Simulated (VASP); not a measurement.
A convergence study with VASP on Pb (space group Fm-3m): a few settings are varied, all else stays as given below, so the limit is that of these other settings.

```
Pb
1.0
    0.00000     2.46758     2.46758
    2.46758     0.00000     2.46758
    2.46758     2.46758     0.00000
Pb
1
Direct
  0.00000   0.00000   0.00000
```

Level of theory: PBE GGA, VASP's PBE PAW potentials (set 64) (plane waves; VASP 6.6.1). The last row used: 300 eV cut-off, 22×22×22 Γ-centred mesh, tetrahedra with Blöchl corrections, potentials Pb_d.

| setting | E (eV/atom) | pressure (GPa) | irreducible k-points |
|---|---|---|---|
| 5×5×5 mesh | -3.5876 | 2.26 | 10 |
| 6×6×6 mesh | -3.5162 | 3.27 | 16 |
| 7×7×7 mesh | -3.5550 | 2.54 | 20 |
| 9×9×9 mesh | -3.5536 | 2.35 | 35 |
| 11×11×11 mesh | -3.5480 | 2.33 | 56 |
| 14×14×14 mesh | -3.5482 | 2.29 | 104 |
| 17×17×17 mesh | -3.5479 | 2.26 | 165 |
| 22×22×22 mesh | -3.5473 | 2.24 | 328 |

Left out are rungs that failed or repeat a setting and relaxations that didn't move; long series are thinned to 24 rows.

The structure is a typed Pb crystal (space group no. 225). The cell was not relaxed at this level.
